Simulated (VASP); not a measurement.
OSZICAR of a VASP run on Pm:

**OSZICAR**
```
       N       E                     dE             d eps       ncg     rms          rms(c)
DAV:   1     0.115639235287E+04    0.11564E+04   -0.26240E+04  2168   0.924E+02
DAV:   2     0.321002033181E+03   -0.83539E+03   -0.80449E+03  2570   0.315E+02
DAV:   3     0.421389889483E+01   -0.31679E+03   -0.30418E+03  2720   0.182E+02
DAV:   4    -0.355055064379E+02   -0.39719E+02   -0.38110E+02  3812   0.791E+01
DAV:   5    -0.405047419938E+02   -0.49992E+01   -0.48831E+01  3872   0.311E+01    0.761E+01
DAV:   6    -0.413009934905E+03   -0.37251E+03   -0.20759E+03  3088   0.282E+02    0.212E+02
DAV:   7    -0.825600707400E+02    0.33045E+03   -0.90985E+02  2672   0.192E+02    0.137E+02
DAV:   8    -0.114122657169E+03   -0.31563E+02   -0.18684E+03  3760   0.129E+02    0.966E+01
DAV:   9    -0.127600539530E+03   -0.13478E+02   -0.14070E+03  3198   0.153E+02    0.135E+02
DAV:  10    -0.717615441668E+02    0.55839E+02   -0.41160E+02  3024   0.128E+02    0.972E+01
DAV:  11    -0.516195700040E+02    0.20142E+02   -0.22975E+02  3536   0.750E+01    0.826E+01
DAV:  12    -0.451208085327E+02    0.64988E+01   -0.30878E+01  4056   0.201E+01    0.704E+01
DAV:  13    -0.704037492149E+02   -0.25283E+02   -0.10596E+02  3672   0.461E+01    0.113E+02
DAV:  14    -0.539742407562E+02    0.16430E+02   -0.18291E+02  3680   0.562E+01    0.669E+01
DAV:  15    -0.589810459686E+02   -0.50068E+01   -0.72008E+01  3928   0.420E+01    0.858E+01
DAV:  16    -0.546163344086E+02    0.43647E+01   -0.32149E+01  3656   0.330E+01    0.731E+01
DAV:  17    -0.495202664695E+02    0.50961E+01   -0.77468E+01  3840   0.336E+01    0.807E+01
DAV:  18    -0.418160909829E+02    0.77042E+01   -0.41512E+01  3752   0.213E+01    0.658E+01
DAV:  19    -0.435043934643E+02   -0.16883E+01   -0.14652E+01  3584   0.139E+01    0.691E+01
DAV:  20    -0.407726252422E+02    0.27318E+01   -0.88863E+00  4016   0.102E+01    0.629E+01
DAV:  21    -0.448604375773E+02   -0.40878E+01   -0.10519E+01  3472   0.940E+00    0.759E+01
DAV:  22    -0.396607763275E+02    0.51997E+01   -0.95824E+00  3704   0.145E+01    0.525E+01
DAV:  23    -0.399099456250E+02   -0.24917E+00   -0.12610E+01  3696   0.144E+01    0.665E+01
DAV:  24    -0.403225734729E+02   -0.41263E+00   -0.42359E+00  3840   0.581E+00    0.658E+01
DAV:  25    -0.411688293291E+02   -0.84626E+00   -0.13051E+01  3336   0.105E+01    0.577E+01
DAV:  26    -0.389283265446E+02    0.22405E+01   -0.12531E+01  3896   0.119E+01    0.207E+01
DAV:  27    -0.397937032575E+02   -0.86538E+00   -0.58313E+00  4008   0.620E+00    0.229E+01
DAV:  28    -0.402156456071E+02   -0.42194E+00   -0.38962E+00  3664   0.596E+00    0.285E+01
DAV:  29    -0.402314475445E+02   -0.15802E-01   -0.26826E+00  3730   0.564E+00    0.238E+01
DAV:  30    -0.403381843508E+02   -0.10674E+00   -0.64282E-01  3640   0.211E+00    0.241E+01
DAV:  31    -0.403710181159E+02   -0.32834E-01   -0.39947E-01  3776   0.203E+00    0.243E+01
DAV:  32    -0.402900265458E+02    0.80992E-01   -0.30144E-01  3920   0.166E+00    0.244E+01
DAV:  33    -0.403504936226E+02   -0.60467E-01   -0.13068E-01  3720   0.973E-01    0.252E+01
DAV:  34    -0.403110944061E+02    0.39399E-01   -0.12758E-01  3544   0.123E+00    0.255E+01
DAV:  35    -0.403328805531E+02   -0.21786E-01   -0.50420E-02  3856   0.486E-01    0.256E+01
DAV:  36    -0.403407131244E+02   -0.78326E-02   -0.30402E-02  3824   0.225E-01    0.257E+01
DAV:  37    -0.403441930299E+02   -0.34799E-02   -0.22310E-02  3816   0.150E-01    0.257E+01
DAV:  38    -0.402850083694E+02    0.59185E-01   -0.11244E-01  3568   0.128E+00    0.268E+01
DAV:  39    -0.402132053174E+02    0.71803E-01   -0.15415E-01  3816   0.134E+00    0.265E+01
DAV:  40    -0.402385549384E+02   -0.25350E-01   -0.43629E-02  3672   0.595E-01    0.264E+01
DAV:  41    -0.402284977966E+02    0.10057E-01   -0.85741E-02  3360   0.969E-01    0.260E+01
DAV:  42    -0.402410689280E+02   -0.12571E-01   -0.27172E-02  3640   0.433E-01    0.261E+01
DAV:  43    -0.402751987894E+02   -0.34130E-01   -0.25019E-02  3600   0.555E-01    0.263E+01
DAV:  44    -0.402053305772E+02    0.69868E-01   -0.29241E-02  3568   0.572E-01    0.261E+01
DAV:  45    -0.402221758601E+02   -0.16845E-01   -0.13601E-02  3352   0.270E-01    0.260E+01
DAV:  46    -0.402733638108E+02   -0.51188E-01   -0.26951E-02  3248   0.469E-01    0.261E+01
DAV:  47    -0.402681509963E+02    0.52128E-02   -0.17003E-02  3720   0.309E-01    0.262E+01
DAV:  48    -0.402370345154E+02    0.31116E-01   -0.28080E-02  3536   0.601E-01    0.262E+01
DAV:  49    -0.402129851088E+02    0.24049E-01   -0.68361E-02  3744   0.887E-01    0.260E+01
DAV:  50    -0.402296445799E+02   -0.16659E-01   -0.21093E-02  3296   0.367E-01    0.261E+01
DAV:  51    -0.464034836770E+02   -0.61738E+01   -0.31736E+01  3320   0.253E+01    0.916E+01
DAV:  52    -0.467202231057E+02   -0.31674E+00   -0.13603E+01  3944   0.185E+01    0.898E+01
DAV:  53    -0.471811213065E+02   -0.46090E+00   -0.52418E+00  4040   0.907E+00    0.788E+01
DAV:  54    -0.475657837362E+02   -0.38466E+00   -0.29923E+00  3894   0.571E+00    0.730E+01
DAV:  55    -0.477140927816E+02   -0.14831E+00   -0.19185E+00  3680   0.549E+00    0.695E+01
DAV:  56    -0.460270494125E+02    0.16870E+01   -0.42136E+00  3688   0.850E+00    0.603E+01
DAV:  57    -0.452066813000E+02    0.82037E+00   -0.23278E+00  3768   0.640E+00    0.528E+01
DAV:  58    -0.439590996033E+02    0.12476E+01   -0.25189E+00  3952   0.564E+00    0.468E+01
DAV:  59    -0.429089435510E+02    0.10502E+01   -0.13783E+00  3712   0.623E+00    0.445E+01
DAV:  60    -0.410911998148E+02    0.18177E+01   -0.24574E+00  3912   0.768E+00    0.358E+01
DAV:  61    -0.393468029512E+02    0.17444E+01   -0.16402E+01  3760   0.222E+01    0.348E+01
DAV:  62    -0.388296707495E+02    0.51713E+00   -0.67933E+00  3872   0.100E+01    0.340E+01
DAV:  63    -0.373500424322E+02    0.14796E+01   -0.44464E+00  3688   0.716E+00    0.282E+01
DAV:  64    -0.371374392793E+02    0.21260E+00   -0.15426E+00  4008   0.430E+00    0.271E+01
DAV:  65    -0.367542920999E+02    0.38315E+00   -0.85254E-01  3696   0.304E+00    0.253E+01
DAV:  66    -0.403925117116E+02   -0.36382E+01   -0.41951E+00  3680   0.125E+01    0.334E+01
DAV:  67    -0.403588814863E+02    0.33630E-01   -0.65818E-01  3720   0.346E+00    0.335E+01
DAV:  68    -0.401585607496E+02    0.20032E+00   -0.19249E-01  4008   0.164E+00    0.326E+01
DAV:  69    -0.397998728636E+02    0.35869E+00   -0.70471E-01  3632   0.395E+00    0.295E+01
DAV:  70    -0.393574101989E+02    0.44246E+00   -0.23892E+00  3840   0.638E+00    0.255E+01
DAV:  71    -0.424769827758E+02   -0.31196E+01   -0.71109E+00  3712   0.119E+01    0.362E+01
DAV:  72    -0.419028392928E+02    0.57414E+00   -0.31544E+00  4000   0.862E+00    0.357E+01
DAV:  73    -0.415132931487E+02    0.38955E+00   -0.10132E+00  3840   0.393E+00    0.332E+01
DAV:  74    -0.410643218497E+02    0.44897E+00   -0.78261E-01  3856   0.371E+00    0.317E+01
DAV:  75    -0.405131701263E+02    0.55115E+00   -0.50386E-01  3760   0.342E+00    0.313E+01
DAV:  76    -0.405442181051E+02   -0.31048E-01   -0.55155E+00  3712   0.117E+01    0.369E+01
DAV:  77    -0.402631179322E+02    0.28110E+00   -0.12040E+00  3888   0.476E+00    0.338E+01
DAV:  78    -0.397641323557E+02    0.49899E+00   -0.98628E-01  3752   0.441E+00    0.291E+01
DAV:  79    -0.386031229360E+02    0.11610E+01   -0.14510E+00  3912   0.640E+00    0.254E+01
DAV:  80    -0.367270732407E+02    0.18760E+01   -0.17987E+00  4072   0.728E+00    0.234E+01
DAV:  81    -0.386520793093E+02   -0.19250E+01   -0.22962E+00  4016   0.859E+00    0.225E+01
DAV:  82    -0.388062638136E+02   -0.15418E+00   -0.69069E-01  3992   0.476E+00    0.248E+01
DAV:  83    -0.364526584988E+02    0.23536E+01   -0.74099E-01  3712   0.605E+00    0.227E+01
DAV:  84    -0.328243229052E+02    0.36283E+01   -0.15214E+00  3872   0.708E+00    0.216E+01
DAV:  85    -0.322753375065E+02    0.54899E+00   -0.34585E-01  3952   0.281E+00    0.226E+01
DAV:  86    -0.340673069322E+02   -0.17920E+01   -0.13955E+00  3800   0.702E+00    0.179E+01
DAV:  87    -0.358201142489E+02   -0.17528E+01   -0.92328E-01  3864   0.544E+00    0.189E+01
DAV:  88    -0.347559266392E+02    0.10642E+01   -0.24330E-01  3968   0.325E+00    0.193E+01
DAV:  89    -0.336454653823E+02    0.11105E+01   -0.28176E-01  3880   0.347E+00    0.186E+01
DAV:  90    -0.334325786884E+02    0.21289E+00   -0.14522E-01  4040   0.202E+00    0.183E+01
DAV:  91    -0.406629892963E+02   -0.72304E+01   -0.19942E+01  3584   0.182E+01    0.368E+01
DAV:  92    -0.414801918009E+02   -0.81720E+00   -0.68286E+00  3792   0.108E+01    0.339E+01
DAV:  93    -0.413657328185E+02    0.11446E+00   -0.17747E+00  3960   0.576E+00    0.324E+01
DAV:  94    -0.415328974754E+02   -0.16716E+00   -0.92735E-01  3976   0.355E+00    0.336E+01
DAV:  95    -0.416888934301E+02   -0.15600E+00   -0.91823E-01  3752   0.334E+00    0.359E+01
DAV:  96    -0.427527248151E+02   -0.10638E+01   -0.30986E+00  3872   0.852E+00    0.404E+01
DAV:  97    -0.426799464486E+02    0.72778E-01   -0.10715E+00  3960   0.632E+00    0.395E+01
DAV:  98    -0.418946284727E+02    0.78532E+00   -0.63366E-01  3928   0.441E+00    0.336E+01
DAV:  99    -0.417223833677E+02    0.17225E+00   -0.40071E-01  3928   0.248E+00    0.305E+01
DAV: 100    -0.416928938966E+02    0.29489E-01   -0.44082E-01  3792   0.279E+00
   1 F= -.41692894E+02 E0= -.41367767E+02  d E =-.650253E+00  mag=    24.2854
```

Question: Which electronic solver shows in the log?

Answer: It is blocked Davidson (ALGO = Normal, or the opening steps of other solvers). The INCAR had ALGO = Normal.

Question: How was spin treated?

Answer: Collinear spin (ISPIN = 2): the summary line carries one mag value, 24.29 μB in the cell.

Question: Can the final energy be trusted as converged?

Answer: Convergence was not reached. It stopped with EDIFF = 1E-6, NELM = 100 (PBE GGA, plane waves, VASP's PBE PAW potentials (set 64)).  The cell holds a wide vacuum, so values per volume refer to the whole cell.

The cell is a sheet with vacuum, built from a generated structure. VASP warned that the highest band is occupied, so more bands are needed.
